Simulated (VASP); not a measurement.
```
CELL_PARAMETERS angstrom
      0.00000     2.81872     2.81872
      2.81872     0.00000     2.81872
      2.81872     2.81872     0.00000
ATOMIC_POSITIONS crystal
  Al 0.00000 0.00000 0.00000
  As 0.25000 0.25000 0.25000
```

Calculation: LDA (Ceperley-Alder, Perdew-Zunger), VASP's LDA PAW potentials (set 64) (plane waves; VASP 6.6.1). Settings: 400 eV cut-off, 15×15×15 Γ-centred mesh, Gaussian smearing of 0.010 eV, potentials Al As.

Task: Give the direction-averaged independent-particle dielectric function (no local fields, no excitons; a broadening of 0.1 eV leaves a tail below the gap, and fine structure carries the noise of the k-mesh).

Result: 
```json
[
 {"ħω (eV)": "0.00", "ε₁": "10.20", "ε₂": "0.00"},
 {"ħω (eV)": "0.30", "ε₁": "10.25", "ε₂": "0.03"},
 {"ħω (eV)": "0.60", "ε₁": "10.40", "ε₂": "0.07"},
 {"ħω (eV)": "0.90", "ε₁": "10.66", "ε₂": "0.11"},
 {"ħω (eV)": "1.20", "ε₁": "11.06", "ε₂": "0.16"},
 {"ħω (eV)": "1.50", "ε₁": "11.65", "ε₂": "0.24"},
 {"ħω (eV)": "1.90", "ε₁": "12.94", "ε₂": "0.60"},
 {"ħω (eV)": "2.20", "ε₁": "14.14", "ε₂": "0.81"},
 {"ħω (eV)": "2.50", "ε₁": "15.47", "ε₂": "2.14"},
 {"ħω (eV)": "2.80", "ε₁": "19.24", "ε₂": "4.46"},
 {"ħω (eV)": "3.10", "ε₁": "19.14", "ε₂": "8.35"},
 {"ħω (eV)": "3.50", "ε₁": "18.30", "ε₂": "12.03"},
 {"ħω (eV)": "3.80", "ε₁": "21.67", "ε₂": "20.54"},
 {"ħω (eV)": "4.10", "ε₁": "9.50", "ε₂": "27.52"},
 {"ħω (eV)": "4.40", "ε₁": "2.78", "ε₂": "25.66"},
 {"ħω (eV)": "4.70", "ε₁": "-10.71", "ε₂": "15.80"},
 {"ħω (eV)": "5.10", "ε₁": "-2.33", "ε₂": "11.94"},
 {"ħω (eV)": "5.40", "ε₁": "-3.69", "ε₂": "13.27"},
 {"ħω (eV)": "5.70", "ε₁": "-5.25", "ε₂": "10.00"},
 {"ħω (eV)": "6.00", "ε₁": "-7.30", "ε₂": "9.61"},
 {"ħω (eV)": "6.30", "ε₁": "-6.15", "ε₂": "5.76"},
 {"ħω (eV)": "6.70", "ε₁": "-4.43", "ε₂": "4.90"},
 {"ħω (eV)": "7.00", "ε₁": "-4.57", "ε₂": "4.27"},
 {"ħω (eV)": "7.30", "ε₁": "-3.65", "ε₂": "4.03"},
 {"ħω (eV)": "7.60", "ε₁": "-4.19", "ε₂": "3.04"},
 {"ħω (eV)": "7.90", "ε₁": "-3.49", "ε₂": "2.75"},
 {"ħω (eV)": "8.30", "ε₁": "-3.23", "ε₂": "2.53"},
 {"ħω (eV)": "8.60", "ε₁": "-2.99", "ε₂": "2.17"},
 {"ħω (eV)": "8.90", "ε₁": "-2.77", "ε₂": "1.71"},
 {"ħω (eV)": "9.20", "ε₁": "-2.21", "ε₂": "1.63"},
 {"ħω (eV)": "9.50", "ε₁": "-2.27", "ε₂": "1.39"},
 {"ħω (eV)": "9.90", "ε₁": "-2.15", "ε₂": "1.19"}
]
```
ε₂ peaks at 4.5 eV (height 28.5); ε₁(0) averages 10.20, so the electronic refractive index below the gap tends to √10.20 = 3.19.

The compound is AlAs in the zinc blende structure. It was relaxed first.
